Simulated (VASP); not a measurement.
Consider the following.

```yaml
crystal:
  lattice:
    - [2.93994, 0.00000, 0.00000]
    - [-1.46997, 2.54606, 0.00000]
    - [0.00000, 0.00000, 2.89018]
  atoms:
    - { symbol: Ta, position: [0.00000, 0.00000, 0.50000] }
    - { symbol: N, position: [0.66667, 0.33333, 0.00000] }
```

Calculation: PBEsol GGA, VASP's PBE PAW potentials (set 64) (plane waves; VASP). Run with 400 eV cut-off, 9×9×8 Γ-centred mesh, Fermi-Dirac smearing of 0.10 eV, potentials Ta_pv N.

**Question.** Give the energies of bands 5 to 11 at the high-symmetry points, in eV from the Fermi level.

**Answer.** 
```csv
band,Γ,M,K,A,L,H
5,-4.59,-8.35,-7.63,-9.43,-7.38,-8.27
6,-4.59,-5.25,-5.78,-3.77,-6.25,-6.60
7,-4.27,-3.54,-5.22,-3.77,-5.72,-3.94
8,-2.98,-3.21,0.09,-0.16,-0.42,-0.43
9,2.14,2.90,0.95,-0.16,4.07,4.37
10,3.51,3.99,1.54,2.35,5.29,4.97
11,3.51,5.13,2.40,3.25,5.96,6.63
```

It has no gap at this level: it comes out as a metal or semimetal.

The structure comes from a computed database's TaN entry (P-6m2); how it stands against other phases isn't given here. The cell was not relaxed at this level.
